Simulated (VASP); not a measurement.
All values below come from LDA (Ceperley-Alder, Perdew-Zunger), VASP's LDA PAW potentials (set 64) (plane waves; VASP).

VASP ran on this input.

**KPOINTS**
```
Automatic mesh
0
Gamma
5 5 5
0 0 0
```

**INCAR**
```
ALGO=Normal
EDIFF=1E-6
EDIFFG=-0.02
ENCUT=500
IBRION=2
ISIF=3
ISMEAR=0
LASPH=.TRUE.
LCHARG=.FALSE.
LMAXMIX=4
LREAL=.FALSE.
LWAVE=.FALSE.
NELM=100
NSW=40
PREC=Accurate
SIGMA=0.05
SYSTEM=FeGe
```

File POSCAR:
```
FeGe
1
    4.5418306626     0.0000000000     0.0000000000
    0.0000000000     4.5418306626     0.0000000000
    0.0000000000     0.0000000000     4.5418306626
Fe Ge
4 4
Direct
  0.8650884730   0.6349115270   0.3650884730
  0.3650884730   0.8650884730   0.6349115270
  0.1349115270   0.1349115270   0.1349115270
  0.6349115270   0.3650884730   0.8650884730
  0.1614312934   0.3385687066   0.6614312934
  0.6614312934   0.1614312934   0.3385687066
  0.8385687066   0.8385687066   0.8385687066
  0.3385687066   0.6614312934   0.1614312934
```

POTCAR, in this order: Fe Ge_d (LDA.64 set). Program: vasp_std.

What VASP printed:

### OSZICAR
```
       N       E                     dE             d eps       ncg     rms          rms(c)
DAV:   1     0.992049246217E+03    0.99205E+03   -0.35897E+04  1296   0.441E+03
DAV:   2     0.157335785486E+03   -0.83471E+03   -0.81198E+03  1144   0.101E+03
DAV:   3    -0.470700786369E+02   -0.20441E+03   -0.19532E+03  1160   0.305E+02
DAV:   4    -0.650792003535E+02   -0.18009E+02   -0.17714E+02  1444   0.100E+02
DAV:   5    -0.656322038764E+02   -0.55300E+00   -0.54954E+00  1416   0.210E+01    0.263E+01
DAV:   6    -0.682080363134E+02   -0.25758E+01   -0.11080E+02  1496   0.842E+01    0.241E+01
DAV:   7    -0.600823675621E+02    0.81257E+01   -0.54009E+01  1448   0.627E+01    0.650E+00
DAV:   8    -0.599074401663E+02    0.17493E+00   -0.32409E+00  1408   0.106E+01    0.205E+00
DAV:   9    -0.598573012465E+02    0.50139E-01   -0.30378E-01  1536   0.535E+00    0.680E-01
DAV:  10    -0.598534108655E+02    0.38904E-02   -0.19762E-02  1292   0.137E+00    0.232E-01
DAV:  11    -0.598526771162E+02    0.73375E-03   -0.35197E-03  1616   0.731E-01    0.988E-02
DAV:  12    -0.598526599978E+02    0.17118E-04   -0.30913E-04  1568   0.179E-01    0.514E-02
DAV:  13    -0.598526535792E+02    0.64185E-05   -0.59557E-05  1344   0.975E-02    0.104E-02
DAV:  14    -0.598526527085E+02    0.87077E-06   -0.81941E-06  1284   0.297E-02
   1 F= -.59852653E+02 E0= -.59850592E+02  d E =-.598527E+02
```

**OUTCAR**
```
------------------------ aborting loop because EDIFF is reached ----------------------------------------
  FORCE on cell =-STRESS in cart. coord.  units (eV):
  Direction    XX          YY          ZZ          XY          YZ          ZX
  --------------------------------------------------------------------------------------
  Total       -0.0380109     -0.0380109     -0.0380109      0.0000000      0.0000000      0.0000000
  in kB       -0.6500192     -0.6500192     -0.6500192      0.0000000      0.0000000      0.0000000
  external PRESSURE =      -0.6500192 kB  Pullay stress =       0.0000000 kB
  volume of cell :       93.69
      direct lattice vectors                 reciprocal lattice vectors
     4.541830663  0.000000000  0.000000000     0.220175536  0.000000000  0.000000000
     0.000000000  4.541830663  0.000000000     0.000000000  0.220175536  0.000000000
     0.000000000  0.000000000  4.541830663     0.000000000  0.000000000  0.220175536
 POSITION                                       TOTAL-FORCE (eV/Angst)
 -----------------------------------------------------------------------------------
      3.92909      2.88366      1.65817         0.011422     -0.011422      0.011422
      1.65817      3.92909      2.88366         0.011422      0.011422     -0.011422
      0.61275      0.61275      0.61275        -0.011422     -0.011422     -0.011422
      2.88366      1.65817      3.92909        -0.011422      0.011422      0.011422
      0.73319      1.53772      3.00411         0.003122     -0.003122      0.003122
      3.00411      0.73319      1.53772         0.003122      0.003122     -0.003122
      3.80864      3.80864      3.80864        -0.003122     -0.003122     -0.003122
      1.53772      3.00411      0.73319        -0.003122      0.003122      0.003122
 -----------------------------------------------------------------------------------
    total drift:                               -0.000000      0.000000      0.000000
  FREE ENERGIE OF THE ION-ELECTRON SYSTEM (eV)
  ---------------------------------------------------
  free  energy   TOTEN  =       -59.8526527085 eV

  energy  without entropy=      -59.8485303112  energy(sigma->0) =      -59.85059151

 reached required accuracy - stopping structural energy minimisation
```
(Selected blocks of OUTCAR.)

The compound is FeGe in the B20 structure. It was relaxed first, which changed the volume by -10 %. The run is not spin-polarised, so no magnetic state was tried.
